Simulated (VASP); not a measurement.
Calculation: PBE GGA, VASP's PBE PAW potentials (set 64) (plane waves; VASP).

VASP input:

**INCAR**
```
SYSTEM  =  SnSe2
PREC  =  Accurate; ENCUT  =  520; LREAL  =  F
LASPH  =  T
EDIFF  =  1E-6; NELM  =  100; ALGO  =  Normal
LMAXMIX  =  4
ISMEAR  =  0; SIGMA  =  0.05
GGA  =  PE
LWAVE  =  T; LCHARG  =  F
```

POSCAR:
```
SnSe2
1
    1.9394816972    -3.3592810631     0.0000000000
    1.9394816972     3.3592810631     0.0000000000
    0.0000000000     0.0000000000     6.8784923810
Sn Se
1 2
Direct
  0.0000000000   0.0000000000   0.0000000000
  0.3333330000   0.6666670000   0.2317318787
  0.6666670000   0.3333330000   0.7682681213
```

File KPOINTS:
```
Automatic mesh
0
Gamma
6 6 4
0 0 0
```

POTCAR, in this order: Sn_d Se (PBE.64 set). Program: vasp_std.

**Question.** What will the output report for the number of irreducible k-points (NKPTS), largest plane-wave count, number of space-group operations, FFT grid (NGX, NGY, NGZ)?

**Answer.** 
```
Property                                       Value
--------------------------------------  ------------
number of irreducible k-points (NKPTS)            24
largest plane-wave count                        2430
number of space-group operations                  12
FFT grid (NGX, NGY, NGZ)                30 × 30 × 54
```

The compound is SnSe2 in the 1T layered structure. It was relaxed first, which changed the volume by +16 %.
